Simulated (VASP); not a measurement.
Set up this calculation in VASP 6.6.1, as the native input.

```
Task                   : band structure
Functional             : r2SCAN
Potentials or basis    : VASP PAW PBE potentials, release 64 (Ta_pv, N)
Cutoff                 : 520 eV
k mesh                 : 7 × 7 × 3
Occupations            : fermi-dirac, width 0.05 eV
Spin                   : no spin polarisation
Further INCAR settings : ALGO = Normal; EDIFF = 1e-06; NBANDS = 27
```

The structure of Ta3N lies in POSCAR:

```
Ta3N
1.0
    3.0322239879      0.0000000000      0.0000000000
   -1.5161119940      2.6259830035      0.0000000000
    0.0000000000      0.0000000000      7.5241370000
Ta N
3 1
Direct
    0.6666666667      0.3333333333      0.8260700000
    0.3333333333      0.6666666667      0.1739300000
    0.0000000000      0.0000000000      0.5000000000
    0.0000000000      0.0000000000      0.0000000000
```

The cell comes from a database or a generator and needn't be the stable form of this composition.

The input as run:

INCAR

```
SYSTEM = Ta3N
PREC = Accurate ; ENCUT = 520
EDIFF = 1E-6 ; ISMEAR = -1
SIGMA = 0.05 ; LREAL = .False.
LASPH = .True. ; NELM = 100
ALGO = Normal ; ISIF = 2
LWAVE = .False. ; LCHARG = .False.
LMAXMIX = 4 ; METAGGA = R2SCAN
LMIXTAU = .True. ; NBANDS = 27
```

KPOINTS

```
Automatic mesh
0
Gamma
  7 7 3
  0 0 0
```

KPOINTS_OPT

```
path GMKGALHA,LM,KH
20
line-mode
reciprocal
 0.0000000000  0.0000000000  0.0000000000  G
 0.5000000000  0.0000000000  0.0000000000  M

 0.5000000000  0.0000000000  0.0000000000  M
 0.3333333333  0.3333333333  0.0000000000  K

 0.3333333333  0.3333333333  0.0000000000  K
 0.0000000000  0.0000000000  0.0000000000  G

 0.0000000000  0.0000000000  0.0000000000  G
 0.0000000000  0.0000000000  0.5000000000  A

 0.0000000000  0.0000000000  0.5000000000  A
 0.5000000000  0.0000000000  0.5000000000  L

 0.5000000000  0.0000000000  0.5000000000  L
 0.3333333333  0.3333333333  0.5000000000  H

 0.3333333333  0.3333333333  0.5000000000  H
 0.0000000000  0.0000000000  0.5000000000  A

 0.5000000000  0.0000000000  0.5000000000  L
 0.5000000000  0.0000000000  0.0000000000  M

 0.3333333333  0.3333333333  0.0000000000  K
 0.3333333333  0.3333333333  0.5000000000  H
```

Potentials or basis: VASP PAW PBE potentials, release 64 (Ta_pv, N).

Command:

```bash
$ cat potpaw_PBE.64/Ta_pv/POTCAR potpaw_PBE.64/N/POTCAR > POTCAR
$ mpirun -np 1 vasp_std > vasp.out
```

It gave:

| Item | Value |
| --- | --- |
| Pressure | -3.0 GPa |
| Largest force | 0.159 eV/Å |
| Band gap along the path | none (metal or under the smearing width) |

Caveat: the PAW data sets were made with another functional, which shifts forces and pressure a little; spin-orbit coupling is left out, which moves the levels of the heavy elements.

It took 8.1 min on 1 thread of Intel(R) Xeon(R) Platinum 8375C CPU @ 2.90GHz (Ice Lake), on a shared host, peak memory 0.18 GiB.
